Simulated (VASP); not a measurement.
Here is the system:

```
NbW3
1.0
   -3.17937     3.18908     3.17937
    3.18908    -3.17937     3.17937
    1.58483     1.58483    -1.58483
W Nb
3 1
Direct
  0.00000   0.00000   0.00000
  0.00000   0.50000   0.00000
  0.50000   0.00000   0.00000
  0.50000   0.50000   0.00000
```

The numbers are results of PBEsol GGA, VASP's PBE PAW potentials (set 64) (plane waves; VASP), not measurements. Numerical set-up: 400 eV cut-off, Gaussian smearing of 0.050 eV, potentials W_sv Nb_sv.

Give the energies of bands 19 to 32 at the high-symmetry points, in eV from the Fermi level.

```json
[
 {"band": "19", "Γ": "-5.73", "L": "-4.08", "T": "-5.22", "P0": "-3.53", "F": "-4.39"},
 {"band": "20", "Γ": "-5.06", "L": "-3.82", "T": "-5.22", "P0": "-3.39", "F": "-3.64"},
 {"band": "21", "Γ": "-3.08", "L": "-3.12", "T": "-5.18", "P0": "-3.22", "F": "-2.72"},
 {"band": "22", "Γ": "-3.08", "L": "-3.09", "T": "-3.15", "P0": "-3.22", "F": "-2.57"},
 {"band": "23", "Γ": "-2.79", "L": "-2.71", "T": "-2.85", "P0": "-2.74", "F": "-2.17"},
 {"band": "24", "Γ": "-0.66", "L": "-2.52", "T": "-2.85", "P0": "-2.74", "F": "-1.81"},
 {"band": "25", "Γ": "-0.62", "L": "-1.56", "T": "1.20", "P0": "-2.61", "F": "-1.63"},
 {"band": "26", "Γ": "-0.62", "L": "-1.56", "T": "1.20", "P0": "-0.76", "F": "-1.58"},
 {"band": "27", "Γ": "0.94", "L": "-0.24", "T": "1.81", "P0": "-0.76", "F": "-1.34"},
 {"band": "28", "Γ": "1.59", "L": "0.04", "T": "2.63", "P0": "-0.74", "F": "-0.94"},
 {"band": "29", "Γ": "1.59", "L": "0.49", "T": "2.63", "P0": "1.26", "F": "1.91"},
 {"band": "30", "Γ": "2.53", "L": "1.07", "T": "2.64", "P0": "1.61", "F": "1.98"},
 {"band": "31", "Γ": "2.53", "L": "2.15", "T": "3.38", "P0": "1.61", "F": "2.12"},
 {"band": "32", "Γ": "2.71", "L": "2.55", "T": "3.76", "P0": "3.44", "F": "2.20"}
]
```

It has no gap at this level: it comes out as a metal or semimetal.

The structure was generated: NbW3 was put into an ordered model structure (R-3m), which need not be its known phase. It was relaxed first. The electron count is odd and the run is not spin-polarised, which forces a metal.
